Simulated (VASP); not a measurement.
Set up this calculation in VASP 6.6.1, as the native input.

| Property | Result |
| --- | --- |
| Task | single point |
| Functional | r2SCAN |
| Potentials or basis | VASP PAW PBE potentials, release 64 (Ho, O) |
| Cutoff | 520 eV |
| k mesh | 7 × 7 × 6 |
| Occupations | gaussian, width 0.05 eV |
| Spin | collinear spin, random start |
| Starting moments | [-3.29, 0.0] μB |
| Hubbard terms | Ho f U = 4 eV |
| Further INCAR settings | ALGO = Normal; EDIFF = 1e-06 |

The structure of HoO lies in POSCAR:

```
HoO
1.0
    3.0640300800      0.0000000000      0.0000000000
   -1.5320150400      2.6535278900      0.0000000000
    0.0000000000      0.0000000000      2.9903415500
Ho O
1 1
Direct
    0.0000000000      0.0000000000      0.0000000000
    0.6666666667      0.3333333333      0.5000000000
```

The cell comes from a database or a generator and needn't be the stable form of this composition.

These files were run (other wordings do the same):

INCAR

```
PREC = Accurate
ENCUT = 520
EDIFF = 1E-6
ISMEAR = 0
SIGMA = 0.05
LREAL = F
LASPH = T
NELM = 150
ALGO = Normal
ISIF = 2
LWAVE = F
LCHARG = F
ISPIN = 2
MAGMOM = -3.29 0
LORBIT = 11
LMAXMIX = 6
LDAU = T
LDAUTYPE = 2
LDAUL = 3 -1
LDAUU = 4 0
LDAUJ = 0 0
LDAUPRINT = 1
METAGGA = R2SCAN
LMIXTAU = T
```

KPOINTS

```
Automatic mesh
0
Gamma
  7 7 6
```

Potentials or basis: VASP PAW PBE potentials, release 64 (Ho, O).

Run with:

```sh
$ cat potpaw_PBE.64/Ho/POTCAR potpaw_PBE.64/O/POTCAR > POTCAR
$ mpirun -np 1 vasp_std > vasp.out
```

It gave:

```json
{
  "Pressure": "28.4 GPa",
  "Band gap on the k mesh": "none (metal or under the smearing width)",
  "Net moment": "-3.74 μB per cell",
  "Site moments": "Ho -3.81; O +0.04 μB",
  "Valence electrons inside the program's atomic spheres": "Ho 18.68; O 5.11"
}
```

Caveat: the magnetic or orbital state may not be the lowest; a pressure of tens of GPa on the cell as given is suspect, and the run, the potentials or the cell itself is likely at fault; the PAW data sets were made with another functional, which shifts forces and pressure a little; spin-orbit coupling is left out, which moves the levels of the heavy elements.

Run time: 96 s on 1 thread of Intel(R) Xeon(R) 6975P-C (Granite Rapids), on a shared host, peak memory 0.19 GiB.
